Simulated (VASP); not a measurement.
```xyz
8
Lattice="3.9848 0.0000 0.0000 0.0000 4.3378 0.0000 0.0000 0.0000 11.1000" Properties=species:S:1:pos:R:3 pbc="T T T"
Sn     1.9924     1.5015     4.3406
Sn     1.9924     2.8363     9.8906
Ge     0.0000     0.5895     6.9149
Ge     0.0000     3.7483     1.3649
Se     0.0000     0.9582     9.4132
Se     0.0000     3.3797     3.8632
Se     1.9924     1.0805     1.5313
Se     1.9924     3.2573     7.0813
```

All values below come from PBEsol GGA, VASP's PBE PAW potentials (set 64) (plane waves; VASP). Settings: 400 eV cut-off, 6×6×3 Γ-centred mesh, tetrahedra with Blöchl corrections, potentials Sn_d Ge_d Se.

Problem. The job: SnGeSe$_{2}$ (space group Pmc2_1), 8 atoms, PBEsol, static run, 400 eV, 6×6×3 Γ-centred mesh. Roughly how much core time does it take on a busy server core?

Solution. About 3 core-minutes (one run on a shared machine, a rough figure). It had 32 irreducible k-points, 48 bands, up to 3518 plane waves and 14 electronic steps.

The structure comes from a computed database's SnGeSe2 entry (Pmc2_1); how it stands against other phases isn't given here. It was relaxed first, which changed the volume by -9 %.
